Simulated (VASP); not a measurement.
Calculation: PBEsol GGA, VASP's PBE PAW potentials (set 64) (plane waves; VASP).

A VASP calculation is set up with these files.

**INCAR**
```
SYSTEM = CsPbCl3
PREC = Accurate
ENCUT = 300
EDIFF = 1E-6
NELM = 100
ALGO = Normal
LREAL = .FALSE.
LASPH = .TRUE.
ISMEAR = -1
SIGMA = 0.05
GGA = PS
LMAXMIX = 4
LWAVE = .FALSE.
LCHARG = .FALSE.
ISIF = 2
```

### POSCAR
```
CsPbCl3
1
    5.6100000000     0.0000000000     0.0000000000
    0.0000000000     5.6100000000     0.0000000000
    0.0000000000     0.0000000000     5.6100000000
Cs Pb Cl
1 1 3
Direct
  0.0000000000   0.0000000000   0.0000000000
  0.5000000000   0.5000000000   0.5000000000
  0.5000000000   0.0000000000   0.5000000000
  0.0000000000   0.5000000000   0.5000000000
  0.5000000000   0.5000000000   0.0000000000
```

File KPOINTS:
```
Regular mesh
0
G
 5 5 5
```

POTCAR, in this order: Cs_sv Pb_d Cl (PBE.64 set). Program: vasp_std.

Output

### OSZICAR
```
       N       E                     dE             d eps       ncg     rms          rms(c)
DAV:   1     0.335353134404E+03    0.33535E+03   -0.14850E+04   520   0.103E+03
DAV:   2     0.153456017030E+02   -0.32001E+03   -0.31422E+03   682   0.298E+02
DAV:   3    -0.179440729558E+02   -0.33290E+02   -0.33145E+02   592   0.107E+02
DAV:   4    -0.190630470307E+02   -0.11190E+01   -0.11178E+01   752   0.260E+01
DAV:   5    -0.190869756812E+02   -0.23929E-01   -0.23896E-01   664   0.284E+00    0.549E+00
DAV:   6    -0.184158155344E+02    0.67116E+00   -0.15044E+00   736   0.137E+01    0.354E+00
DAV:   7    -0.183826941343E+02    0.33121E-01   -0.53961E-01   786   0.465E+00    0.165E+00
DAV:   8    -0.183903520658E+02   -0.76579E-02   -0.71325E-02   746   0.225E+00    0.271E-01
DAV:   9    -0.183896390631E+02    0.71300E-03   -0.16667E-02   778   0.105E+00    0.121E-01
DAV:  10    -0.183901816950E+02   -0.54263E-03   -0.17878E-03   692   0.295E-01    0.330E-02
DAV:  11    -0.183902328777E+02   -0.51183E-04   -0.14701E-04   674   0.850E-02    0.118E-02
DAV:  12    -0.183902372470E+02   -0.43693E-05   -0.30507E-05   660   0.708E-02    0.579E-03
DAV:  13    -0.183902371163E+02    0.13073E-06   -0.20760E-06   636   0.102E-02
   1 F= -.18390237E+02 E0= -.18390237E+02  d E =-.890490E-10
```

OUTCAR:
```
------------------------ aborting loop because EDIFF is reached ----------------------------------------
  FORCE on cell =-STRESS in cart. coord.  units (eV):
  Direction    XX          YY          ZZ          XY          YZ          ZX
  --------------------------------------------------------------------------------------
  Total       -0.2983068     -0.2983068     -0.2983068     -0.0000000     -0.0000000      0.0000000
  in kB       -2.7069807     -2.7069807     -2.7069807     -0.0000000     -0.0000000      0.0000000
  external PRESSURE =      -2.7069807 kB  Pullay stress =       0.0000000 kB
  volume of cell :      176.56
      direct lattice vectors                 reciprocal lattice vectors
     5.610000000  0.000000000  0.000000000     0.178253119  0.000000000  0.000000000
     0.000000000  5.610000000  0.000000000     0.000000000  0.178253119  0.000000000
     0.000000000  0.000000000  5.610000000     0.000000000  0.000000000  0.178253119
 POSITION                                       TOTAL-FORCE (eV/Angst)
 -----------------------------------------------------------------------------------
      0.00000      0.00000      0.00000         0.000000      0.000000      0.000000
      2.80500      2.80500      2.80500         0.000000      0.000000      0.000000
      2.80500      0.00000      2.80500         0.000000      0.000000      0.000000
      0.00000      2.80500      2.80500         0.000000      0.000000      0.000000
      2.80500      2.80500      0.00000         0.000000      0.000000      0.000000
 -----------------------------------------------------------------------------------
    total drift:                                0.000000     -0.000000     -0.000000
  FREE ENERGIE OF THE ION-ELECTRON SYSTEM (eV)
  ---------------------------------------------------
  free  energy   TOTEN  =       -18.3902371163 eV

  energy  without entropy=      -18.3902371162  energy(sigma->0) =      -18.39023712
```
(Selected blocks of OUTCAR.)

At this cut-off the stress carries a Pulay error, which pulls relaxed volumes low.

The structure is a typed CsPbCl3 crystal. The cell was not relaxed at this level.
